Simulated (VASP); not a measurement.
# LiSi16 (a cell with a defect): single point with PBE

LiSi16 (a cell with a defect):

```
Si Li
1.0
     0.00000    5.43000    5.43000
     5.43000    0.00000    5.43000
     5.43000    5.43000    0.00000
Si Li
16 1
Direct
  0.00686 0.00656 0.97929
  0.12065 0.12057 0.11910
  0.99757 0.99836 0.49654
  0.12919 0.12997 0.60979
  0.99135 0.50281 0.00225
  0.12065 0.63895 0.11906
  0.99758 0.50645 0.49651
  0.12110 0.62456 0.62870
  0.50293 0.99126 0.00222
  0.63902 0.12062 0.11898
  0.50577 0.99838 0.49639
  0.62376 0.12190 0.62868
  0.50293 0.50282 0.00222
  0.61856 0.61846 0.14378
  0.49365 0.49446 0.51635
  0.62377 0.62458 0.62868
  0.26756 0.26724 0.19726
```

The cell was built by a generator and needn't be a form met in nature.

| Quantity | Value |
| --- | --- |
| Program | VASP 6.6.1 |
| Task | single point |
| Functional | PBE |
| Potentials or basis | VASP PAW PBE potentials, release 64 (Si, Li_sv) |
| Cutoff | 520 eV |
| k mesh | 2 × 2 × 2 |
| Occupations | gaussian, width 0.02 eV |
| Spin | no spin polarisation |

| Item | Value |
| --- | --- |
| Largest force | 0.562 eV/Å |
| Band gap on the k mesh | 0.56 eV, direct |

Forces in eV/Å, atoms in the order of the input:
```
Si   0.008 -0.009 -0.009
Si  -0.014 -0.015  0.044
Si  -0.024 -0.021  0.014
Si   0.009  0.013 -0.007
Si  -0.032  0.004  0.032
Si  -0.046 -0.015  0.013
Si  -0.013 -0.021  0.025
Si  -0.025 -0.005  0.026
Si   0.006 -0.037  0.030
Si  -0.026 -0.034  0.025
Si  -0.019 -0.012  0.021
Si  -0.008 -0.022  0.026
Si  -0.030 -0.037 -0.006
Si  -0.043 -0.044  0.041
Si  -0.044 -0.040  0.045
Si  -0.025 -0.022  0.008
Li   0.326  0.320 -0.329
```

Levels at points of the mesh, in eV from the valence-band top:
```csv
k point,band 31,band 32,band 33,band 34,band 35,band 36
"(0.00, 0.00, 0.00)",-0.04,0.00,0.00,0.56,0.64,0.64
"(0.50, 0.00, 0.00)",-0.82,-0.75,-0.73,1.15,1.36,1.44
"(0.00, 0.50, 0.00)",-0.82,-0.75,-0.73,1.16,1.36,1.44
"(0.00, 0.00, 0.50)",-0.81,-0.73,-0.73,1.25,1.30,1.30
"(0.50, 0.50, 0.50)",-0.82,-0.75,-0.73,1.16,1.36,1.44
"(0.50, 0.50, 0.00)",-1.38,-1.32,-1.27,1.05,1.12,2.17
"(0.00, 0.50, 0.50)",-1.38,-1.32,-1.27,1.05,1.12,2.17
"(0.50, 0.00, 0.50)",-1.38,-1.32,-1.27,1.05,1.12,2.17
```

Wall time 6 min on 1 thread of Intel(R) Xeon(R) Platinum 8259CL CPU @ 2.50GHz (Skylake/Cascade Lake) (shared host), peak memory 0.48 GiB.

Caveat: the k mesh is coarse (spacing up to 0.50 Å⁻¹), so the values aren't converged; the cell carries a net charge on a neutralising background, which shifts energy and pressure; the cell is charged against a uniform background, so pressure and absolute levels hang on convention. As with any semilocal functional, this PBE gap is likely too small.
